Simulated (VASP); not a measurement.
# Y3Ge (I4/mmm) in VASP: settings compared

One crystal, Y3Ge, is run at these levels: BLYP+D4, BLYP, BLYP+D3; tasks: relaxation of cell and atoms.

All numbers are computed with VASP 6.6.1; they aren't measurements. Logs are shortened: lines on timing, memory, paths and dates and some standing lists are left out, and cuts for length are marked.

**1. The crystal as given**

It takes space group I4/mmm (No. 139, tetragonal). Conventional cell: a = 4.531 Å, b = 4.531 Å, c = 10.394 Å, α = 90.00°, β = 90.00°, γ = 90.00°. Y (site symmetry 4/mmm) has 4 Ge at 3.20 Å and 8 Y at 3.45 Å as nearest neighbours. Y (site symmetry -4m2) is surrounded by 8 Y at 3.20 to 3.45 Å and 4 Ge at 3.45 Å. Around Ge (site symmetry 4/mmm) lie 12 Y at 3.20 to 3.45 Å.

The cell comes from a database or a generator and needn't be the stable form of this composition.

**2. Relaxation of cell and atoms, BLYP+D4**

File INCAR:

```
PREC     = Accurate       # precision mode
ENCUT    = 600            # plane-wave cutoff, eV
EDIFF    = 1E-7           # SCF threshold, eV
ISMEAR   = -1             # smearing method
SIGMA    = 0.05           # smearing width, eV
LREAL    = F              # projectors in reciprocal space
LASPH    = T              # aspherical terms in the spheres
NELM     = 80             # most SCF steps
ALGO     = Normal         # electronic algorithm
ISIF     = 3              # what is computed and relaxed
LWAVE    = F              # write WAVECAR
LCHARG   = F              # write CHGCAR
GGA      = B5             # functional
ALDAX    = 1.0          
AGGAX    = 1.0          
AGGAC    = 1.0          
ALDAC    = 0.0          
IVDW     = 13             # dispersion correction
VDW_S6   = 1.0          
VDW_S8   = 2.34076671   
VDW_A1   = 0.44488865   
VDW_A2   = 4.0933009    
IBRION   = 2              # ionic algorithm
NSW      = 60             # ionic steps
EDIFFG   = -0.005         # ionic threshold
```

File KPOINTS:

```
Automatic mesh
0
Gamma
  6 6 6
```

File POSCAR:

```
Y3Ge
1.0
   -2.2653940000      2.2653940000      5.1970200000
    2.2653940000     -2.2653940000      5.1970200000
    2.2653940000      2.2653940000     -5.1970200000
Y Ge
3 1
Direct
    0.5000000000      0.5000000000      0.0000000000
    0.2500000000      0.7500000000      0.5000000000
    0.7500000000      0.2500000000      0.5000000000
    0.0000000000      0.0000000000      0.0000000000
```

Potentials or basis: VASP PAW PBE potentials, release 64 (Y_sv, Ge_d).

The run is started by

```console
cat potpaw_PBE.64/Y_sv/POTCAR potpaw_PBE.64/Ge_d/POTCAR > POTCAR
mpirun -np 1 vasp_std > vasp.out
```

OUTCAR:

```text
PREC = Accurate
   ENCUT = 600
   EDIFF = 1E-7
   ISMEAR = -1
   LREAL = F
   LASPH = T
   NELM = 80
   ISIF = 3
   GGA = B5
   IVDW = 13
   IBRION = 2
   NSW = 60
   EDIFFG = -0.005

 ion  position               nearest neighbor table
   1  0.500  0.500  0.000-   4 3.20   4 3.20   4 3.20   4 3.20   2 3.45   2 3.45   3 3.45   3 3.45
                             3 3.45   2 3.45   3 3.45   2 3.45
   2  0.250  0.750  0.500-   3 3.20   3 3.20   3 3.20   3 3.20   4 3.45   4 3.45   1 3.45   1 3.45
                             4 3.45   1 3.45   4 3.45   1 3.45
   3  0.750  0.250  0.500-   2 3.20   2 3.20   2 3.20   2 3.20   1 3.45   1 3.45   4 3.45   4 3.45
                             4 3.45   1 3.45   4 3.45   1 3.45
   4  0.000  0.000  0.000-   1 3.20   1 3.20   1 3.20   1 3.20   3 3.45   3 3.45   2 3.45   2 3.45
                             3 3.45   2 3.45   3 3.45   2 3.45

  LATTYP: Found a body centered tetragonal cell.
 ALAT       =     4.5307880000
 C/A-ratio  =     2.2940910058

  Lattice vectors:

 A1 = (  -2.2653940000,   2.2653940000,   5.1970200000)
 A2 = (   2.2653940000,  -2.2653940000,   5.1970200000)
 A3 = (   2.2653940000,   2.2653940000,  -5.1970200000)

Analysis of symmetry for initial positions (statically):
=====================================================================
 Subroutine PRICEL returns:
 Original cell was already a primitive cell.

 Routine SETGRP: Setting up the symmetry group for a
 body centered tetragonal supercell.

 Subroutine GETGRP returns: Found 16 space group operations
 (whereof 16 operations were pure point group operations)
 out of a pool of 16 trial point group operations.

The static configuration has the point symmetry D_4h.

Analysis of symmetry for dynamics (positions and initial velocities):
=====================================================================
 Subroutine PRICEL returns:
 Original cell was already a primitive cell.

 Routine SETGRP: Setting up the symmetry group for a
 body centered tetragonal supercell.

 Subroutine GETGRP returns: Found 16 space group operations
 (whereof 16 operations were pure point group operations)
 out of a pool of 16 trial point group operations.

The dynamic configuration has the point symmetry D_4h.

 Subroutine INISYM returns: Found 16 space group operations
 (whereof 16 operations are pure point group operations),
 and found     1 'primitive' translations

----------------------------------------------------------------------------------------

                                     Primitive cell

  volume of cell :     106.6846

  direct lattice vectors                    reciprocal lattice vectors
    -2.265394000  2.265394000  5.197020000     0.000000000  0.220712159  0.096208981
     2.265394000 -2.265394000  5.197020000     0.220712159  0.000000000  0.096208981
     2.265394000  2.265394000 -5.197020000     0.220712159  0.220712159  0.000000000

  length of vectors
     6.105164767  6.105164767  6.105164767     0.240769651  0.240769651  0.312134128

  position of ions in fractional coordinates (direct lattice)
     0.500000000  0.500000000  0.000000000
     0.250000000  0.750000000  0.500000000
     0.750000000  0.250000000  0.500000000
     0.000000000  0.000000000  0.000000000

  ion indices of the primitive-cell ions
   primitive index   ion index
                 1           1
                 2           2
                 3           3
                 4           4

----------------------------------------------------------------------------------------

 KPOINTS: Automatic mesh

Automatic generation of k-mesh.
 Grid dimensions read from file:
 generate k-points for:    6    6    6

 Generating k-lattice:

  Cartesian coordinates                     Fractional coordinates (reciprocal lattice)
     0.000000000  0.036785360  0.016034830     0.166666667  0.000000000  0.000000000
     0.036785360  0.000000000  0.016034830     0.000000000  0.166666667  0.000000000
     0.036785360  0.036785360  0.000000000     0.000000000  0.000000000  0.166666667

  Length of vectors
     0.040128275  0.040128275  0.052022355

  Shift w.r.t. Gamma in fractional coordinates (k-lattice)
     0.000000000  0.000000000  0.000000000

 Subroutine IBZKPT returns following result:
 ===========================================

 Found     30 irreducible k-points:

 Following reciprocal coordinates:
            Coordinates               Weight
  0.000000  0.000000  0.000000      1.000000
  0.166667 -0.000000  0.000000      8.000000
  0.333333  0.000000 -0.000000      8.000000
  0.500000  0.000000  0.000000      4.000000
  0.166667  0.166667  0.000000      8.000000
  0.333333  0.166667  0.000000     16.000000
[... 16 lines left out ...]
 -0.333333 -0.333333  0.166667      8.000000
 -0.166667 -0.333333  0.166667      8.000000
 [... further k-points ...]
   k-points           NKPTS =     30   k-points in BZ     NKDIM =     30   number of bands    NBANDS=     28
   number of dos      NEDOS =    301   number of ions     NIONS =      4
   total plane-waves  NPLWV = 125000
   dimension x,y,z NGX =    50 NGY =   50 NGZ =   50
   dimension x,y,z NGXF=   100 NGYF=  100 NGZF=  100
   ions per type =               3   1
   NGX,Y,Z   is equivalent  to a cutoff of  13.62, 13.62, 13.62 a.u.
   NGXF,Y,Z  is equivalent  to a cutoff of  27.23, 27.23, 27.23 a.u.
 SYSTEM =  unknown system
   PREC   = accura    normal or accurate (medium, high low for compatibility)
   ISTART =      0    job   : 0-new  1-cont  2-samecut
   ICHARG =      2    charge: 1-file 2-atom 10-const
   ISPIN  =      1    spin polarized calculation?
   LNONCOLLINEAR =      F non collinear calculations
   LSORBIT =      F    spin-orbit coupling
   LASPH  =      T    aspherical Exc in radial PAW
   ENCUT  =  600.0 eV  44.10 Ry    6.64 a.u.  12.19 12.19 12.19*2*pi/ulx,y,z
   NELM   =     80;   NELMIN=  2; NELMDL= -5     # of ELM steps
   EDIFF  = 0.1E-06   stopping-criterion for ELM
   LREAL  =      F    real-space projection
   EDIFFG = -.5E-02   stopping-criterion for IOM
   NSW    =     60    number of steps for IOM
   IBRION =      2    ionic relax: 0-MD 1-quasi-New 2-CG
   NFREE  =      1    steps in history (QN), initial steepest desc. (CG)
   ISIF   =      3    stress and relaxation
   ISYM   =      2    0-nonsym 1-usesym 2-fastsym
   POTIM  = 0.5000    time-step for ionic-motion
   TEBEG  =    0.0;   TEEND  =   0.0 temperature during run
   PSTRESS=    0.0 pullay stress
   NELECT =      47.0000    total number of electrons
   NUPDOWN=      -1.0000    fix difference up-down
   EMIN   =  10.00;   EMAX   =-10.00  energy-range for DOS
   EFERMI =   0.00;   METHOD = LEGACY
   ISMEAR =    -1;   SIGMA  =   0.05  broadening in eV -4-tet -1-fermi 0-gaus
   EFERMI_NEDOS =   21; number of points for ismear=-14 and -15
   IALGO  =     38    algorithm
   IMIX   =      4    mixing-type and parameters
     AMIX     =   0.40;   BMIX     =  1.00
     AMIX_MAG =   1.60;   BMIX_MAG =  1.00
  volume/ion in A,a.u.               =      26.67       179.99
  Fermi-wavevector in a.u.,A,eV,Ry     =   1.245681  2.353996 21.112447  1.551721
  Thomas-Fermi vector in A             =   2.379892
   LORBIT       =      0    0 simple, 1 ext, 2 COOP (PROOUT), +10 PAW based schemes
   GGA     = B5    functional components
   LHFCALC =     F    Hartree Fock is set to
   AEXX    =    0.0000 exact exchange contribution
   IVDW    =    13    specifies the selected vdW correction
   LEPSILON=     F    determine dielectric tensor
   LRPA    =     F    only Hartree local field effects (RPA)
 conjugate gradient relaxation of ions
 non-spin polarized calculation
  energy-cutoff  :      600.00
  volume of cell :      106.68
 maximum number of plane-waves:      3608
 NGX is ok and might be reduce to    50
   NGX = 25   NGY = 25   NGZ = 25

--------------------------------------- Ionic step        1  -------------------------------------------

 number of electron      46.9999998 magnetization

 Free energy of the ion-electron system (eV)
  ---------------------------------------------------
  ext. energy  EPLUGINS =         0.00000000
  ---------------------------------------------------
  free energy    TOTEN  =       -21.27435987 eV

  energy without entropy =      -21.23620779  energy(sigma->0) =      -21.25528383

------------------------ aborting loop because EDIFF is reached ----------------------------------------

  DFT-D4 for vdW energy calculation

  Edisp (eV):   -2.06900

  FORCE on cell =-STRESS in cart. coord.  units (eV):
  Direction    XX          YY          ZZ          XY          YZ          ZX
  --------------------------------------------------------------------------------------
  -------------------------------------------------------------------------------------
  Total      -0.83987    -0.83987    -0.49143     0.00000     0.00000     0.00000
  in kB     -12.61306   -12.61306    -7.38025     0.00000     0.00000     0.00000
  external pressure =      -10.87 kB  Pullay stress =        0.00 kB
[... 275 lines left out ...]
  energy  without entropy=      -23.3141501212  energy(sigma->0) =      -23.33279298

--------------------------------------- Ionic step        8  -------------------------------------------

 number of electron      47.0000005 magnetization

 Free energy of the ion-electron system (eV)
  ---------------------------------------------------
  ext. energy  EPLUGINS =         0.00000000
  ---------------------------------------------------
  free energy    TOTEN  =       -21.23851700 eV

  energy without entropy =      -21.20108715  energy(sigma->0) =      -21.21980207

 E-fermi :   4.7631     XC(G=0):  -9.6433

 val. band max:        4.7518943149   @ k =  -0.3333  -0.3333   0.1667
 cond. band min:       4.7749064994   @ k =  -0.1667   0.5000   0.1667
 fundamental gap:      0.0230121845
 Fermi energy:         4.7631440776

 k-point     1 :       0.0000    0.0000    0.0000
  band No.  band energies     occupation
      1     -37.8844      2.00000
      2     -37.7757      2.00000
      3     -37.6533      2.00000
      4     -19.1108      2.00000
      5     -19.1050      2.00000
      6     -19.1050      2.00000
[... 733 lines left out ...]
     27       5.7156      0.00000
     28       6.8503      0.00000

 [... further k-points ...]

------------------------ aborting loop because EDIFF is reached ----------------------------------------

  DFT-D4 for vdW energy calculation

  Edisp (eV):   -2.11292

  FORCE on cell =-STRESS in cart. coord.  units (eV):
  Direction    XX          YY          ZZ          XY          YZ          ZX
  --------------------------------------------------------------------------------------
  -------------------------------------------------------------------------------------
  Total       0.01029     0.01029     0.00570     0.00000    -0.00000     0.00000
  in kB       0.15781     0.15781     0.08741     0.00000    -0.00000     0.00000
  external pressure =        0.13 kB  Pullay stress =        0.00 kB
[... 19 lines left out ...]
  FREE ENERGIE OF THE ION-ELECTRON SYSTEM (eV)
  ---------------------------------------------------
  free  energy   TOTEN  =       -23.3514407686 eV

  energy  without entropy=      -23.3140109152  energy(sigma->0) =      -23.33272584

 reached required accuracy - stopping structural energy minimisation
```

Wall time 23 min (1 thread of AMD EPYC 9R45 (Zen 5), shared host); peak memory 0.41 GiB.

What came out:

- Free energy: -23.3514 eV
- Relaxed volume: 26.11 Å³/atom
- Relaxed cell: a = 6.075 Å, b = 6.075 Å, c = 6.075 Å, α = 136.62°, β = 136.62°, γ = 63.03°
- Space group after relaxing (to 0.05 Å): I4/mmm (No. 139)
- Energy gained by relaxing: 2.0 meV/atom
- Ionic steps: 8
- Pressure after relaxing: 0.0 GPa
- Band gap on the k mesh: none (metal or under the smearing width)
- Dispersion energy per atom: -0.528 eV

Step by step:
```tsv
step	energy change (eV)	largest force (eV/Å)	pressure (GPa)	volume (Å³)
1	0.0000	0.0000	-1.09	106.68
2	-0.0076	0.0000	0.28	103.91
3	-0.0080	0.0000	0.00	104.44
4	-0.0080	0.0000	0.03	104.40
5	-0.0081	0.0000	0.02	104.42
6	-0.0081	0.0000	0.02	104.44
7	-0.0081	0.0000	0.01	104.47
8	-0.0081	0.0000	0.01	104.45
```

Final structure:
```
Y Ge
1.0
    -2.24540    2.24540    5.17914
     2.24540   -2.24540    5.17914
     2.24540    2.24540   -5.17914
Y Ge
3 1
Direct
  0.50000 0.50000 0.00000
  0.25000 0.75000 0.50000
  0.75000 0.25000 0.50000
  0.00000 0.00000 0.00000
```

Caveat: the PAW data sets were made with another functional, which shifts forces and pressure a little; pairwise dispersion overbinds metals, which lowers pressure and volume.

(Part 1 of 2 ends here.)
